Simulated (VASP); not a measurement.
VASP runs on SiW (space group I4_1md) share one base input (PBE GGA, plane waves, VASP's PBE PAW potentials (set 64)) and change the settings named in each case.

File KPOINTS:
```
Automatic
0
G
  7 7 7
0 0 0
```

### INCAR
```
SYSTEM=SiW
PREC=Accurate; ENCUT=300; LREAL=.FALSE.
LASPH=.TRUE.
EDIFF=1E-6; NELM=100; ALGO=Normal
LMAXMIX=6
ISMEAR=0; SIGMA=0.1
GGA=PE
ISIF=2
LWAVE=.FALSE.; LCHARG=.FALSE.
```

POSCAR:
```
SiW
6.1473990
 -0.2725528309   0.2725528309   0.9227295967
  0.2725528309  -0.2725528309   0.9227295967
  0.2725528309   0.2725528309  -0.9227295967
W Si
2 2
direct
  0.7500000000   0.7500000000   0.0000000000
  0.5000000000   0.0000000000   0.5000000000
  0.1660000000   0.1660000000   0.0000000000
  0.9160000000   0.4160000000   0.5000000000
```

POTCAR, in this order: W_sv Si (PBE.64 set). Program: vasp_std.

```tsv
change	E(σ→0) (eV/atom)	pressure (GPa)	largest force (eV/Å)	−TS (eV)
base run	-9.2469	-7.95	0.394	-0.0037
GGA = PS	-9.8589	?	0.394	-0.0037
GGA_COMPAT = .FALSE., LNONCOLLINEAR = .TRUE., LSORBIT = .TRUE., MAGMOM = 0.0 0.0 0.0 0.0 0.0 0.0 0.0 0.0 0.0 0.0 0.0 0.0, program vasp_ncl	-9.6489	?	?	?
KPOINTS 3×3×3 Γ-centred mesh	-9.1963	-7.36	0.311	-0.0169
```

Question: What belongs in the gaps?

Answer: 
- GGA_COMPAT = .FALSE., LNONCOLLINEAR = .TRUE., LSORBIT = .TRUE., MAGMOM = 0.0 0.0 0.0 0.0 0.0 0.0 0.0 0.0 0.0 0.0 0.0 0.0, program vasp_ncl, pressure (GPa): -7.48
- GGA_COMPAT = .FALSE., LNONCOLLINEAR = .TRUE., LSORBIT = .TRUE., MAGMOM = 0.0 0.0 0.0 0.0 0.0 0.0 0.0 0.0 0.0 0.0 0.0 0.0, program vasp_ncl, largest force (eV/Å): 0.391
- GGA_COMPAT = .FALSE., LNONCOLLINEAR = .TRUE., LSORBIT = .TRUE., MAGMOM = 0.0 0.0 0.0 0.0 0.0 0.0 0.0 0.0 0.0 0.0 0.0 0.0, program vasp_ncl, −TS (eV): -0.0046
- GGA = PS, pressure (GPa): -12.93

Energies of different potentials or functionals have different zeros.  Unless said otherwise, spin-orbit coupling is left out, though it shifts the bands of the heavy elements here. At 300 eV the pressure can carry a Pulay error.

Left out are runs that ran out of time, are held back, or changed the cell or the kind of run, fixed moments of cells without a moment, rows past the twelfth, gaps on odd meshes, pressures of charged cells and columns that move by less than the noise.

The structure was generated: SiW was put into an ordered model structure, which need not be its known phase. The cell was not relaxed at this level, forces remain on its atoms.
